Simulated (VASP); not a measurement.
Input for VASP

KPOINTS:
```
K-points
0
G
 1 1 1
```

File POSCAR:
```
SiNi3
1.0
  3.5278190000   0.0000000000   0.0000000000
  0.0000000000   3.5278190000   0.0000000000
  0.0000000000   0.0000000000   3.5278190000
Si Ni
1 3
direct
  0.0000000000   0.0000000000   0.0000000000
  0.0000000000   0.5000000000   0.5000000000
  0.5000000000   0.0000000000   0.5000000000
  0.5000000000   0.5000000000   0.0000000000
```

INCAR:
```
PREC  =  Accurate
EDIFFG  =  -0.01
NSW  =  50   # most ionic steps
LWAVE  =  .FALSE.
EDIFF  =  1E-03   # SCF stop (eV)
LCHARG  =  .FALSE.
ENCUT  =  180
NELM  =  100   # most electronic steps
LREAL  =  .FALSE.   # projection in real space or not
LMAXMIX  =  4   # l cut-off of mixed one-centre charges
SIGMA  =  0.05   # width (eV)
ISMEAR  =  0   # Gaussian
ALGO  =  Normal
SYSTEM  =  SiNi3
ISIF  =  3   # ions, shape and volume
LASPH  =  .TRUE.   # aspherical one-centre terms
IBRION  =  2   # conjugate gradients
```

POTCAR, in this order: Si Ni (LDA.64 set). Program: vasp_std.

Problem. Write an equivalent input for Ansatz.

Solution. One equivalent input (not run):
Ansatz 0.2 input:
```yaml
crystal:
  lattice:
    - [3.5278190, 0.0000000, 0.0000000]
    - [0.0000000, 3.5278190, 0.0000000]
    - [0.0000000, 0.0000000, 3.5278190]
  atoms:
    - { symbol: Si, position: [0.0000000, 0.0000000, 0.0000000] }
    - { symbol: Ni, position: [0.0000000, 0.5000000, 0.5000000] }
    - { symbol: Ni, position: [0.5000000, 0.0000000, 0.5000000] }
    - { symbol: Ni, position: [0.5000000, 0.5000000, 0.0000000] }
kpoints:
  mp_grid: { grid: [1, 1, 1] }
hamiltonian:
  xc: lda
  pseudopotentials: { kind: paw }
scf:
  occupations: { method: gaussian, width: 0.05 }
  max_iter: 100
relax:
  max_steps: 50
  f_tol: 0.01
  cell: {}
output: { forces: true, stress: true, eigenvalues: true }
```
What does not carry over: each code has its own PAW files, so the cut-off isn't converted (ENCUT is set for VASP's; basis.ecutwfc is left out, and Ansatz then takes the one that its files recommend); Ansatz stops its SCF on the density residual and VASP on the energy change (EDIFF); Ansatz's lda is the Perdew-Wang form, while the LDA potentials of VASP carry Perdew-Zunger's.

The structure comes from a computed database's SiNi3 entry; how it stands against other phases isn't given here. This run relaxes it. Symmetry was kept, so distortions that lower it aren't found. The k-mesh is coarse (spacing up to 1.92 per Å, 2π included), so the numbers may not be converged in it. The run is one of a series of settings (EDIFF = 1E-03, EDIFFG = -0.01, ENCUT = 180, GGA removed, IBRION = 2, ISIF = 3, NSW = 50, KPOINTS 1×1×1 Γ-centred mesh, POTCAR Si Ni (LDA.64 set) against the base run), some of them coarse on purpose.
